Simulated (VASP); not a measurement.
```yaml
crystal:
  lattice:
    - [1.65340, -5.05954, 0.00000]
    - [1.65340, 5.05954, 0.00000]
    - [0.00000, 0.00000, 4.13764]
  atoms:
    - { symbol: P, position: [0.10667, 0.89333, 0.92832] }
    - { symbol: P, position: [0.39333, 0.60667, 0.42832] }
    - { symbol: P, position: [0.60667, 0.39333, 0.57168] }
    - { symbol: P, position: [0.89333, 0.10667, 0.07168] }
```

Calculation: LDA (Ceperley-Alder, Perdew-Zunger), VASP's LDA PAW potentials (set 64) (plane waves; VASP). Settings: 400 eV cut-off, 9×9×7 Γ-centred mesh, first-order Methfessel-Paxton smearing of 0.10 eV, potentials P.

Q: What does the run give for the energy per atom (σ→0), band gap (on the k-mesh) with the smallest direct gap where there is one?

A: 
The band gap (on the k-mesh) is none (metal, semimetal or under 0.01 eV). The energy per atom (σ→0) is -581.7 kJ/mol of atoms.

Total energies compare only between runs with the same potentials, cut-off and functional.

The compound is P in the black structure. It was relaxed first, which changed the volume by -9 %. The start is the result of an earlier pass.
